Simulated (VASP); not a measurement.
Runs of VASP 6.6.1 on Li. The structure is cubic, space group Im-3m (No. 229). Conventional cell: a = 3.424 Å, b = 3.424 Å, c = 3.424 Å, α = 90.00°, β = 90.00°, γ = 90.00°. Li (site symmetry m-3m) has 8 Li at 2.97 Å as nearest neighbours. 

| level | k mesh | cutoff (eV) | smearing | gap on the mesh (eV) | pressure (GPa) |
| --- | --- | --- | --- | --- | --- |
| PBEsol | 16 × 16 × 16 | 900 | gaussian 0.1 eV | none | 0.1 |
| PBEsol | 16 × 16 × 16 | 700 | gaussian 0.1 eV | none | (a) |
| r2SCAN | 16 × 16 × 16 | 520 | gaussian 0.1 eV | none | - |
| PBEsol | 26 × 26 × 26 | 520 | gaussian 0.1 eV | none | - |
| PBEsol | 16 × 16 × 16 | 520 | gaussian 0.5 eV | none | - |

Alike in all rows: task single point; potentials or basis VASP PAW PBE potentials, release 64 (Li_sv); no spin polarisation; cell as given.

Fill in the values left out.

(a) -0.1.

Caveats: the PAW data sets were made with another functional, which shifts forces and pressure a little; the cutoff is under 1.25 times the usual one of these potentials, so pressure, stress and relaxed cells hold a basis-set (Pulay) error (some runs).

A gap of «none» marks a metal or a gap under the smearing width.
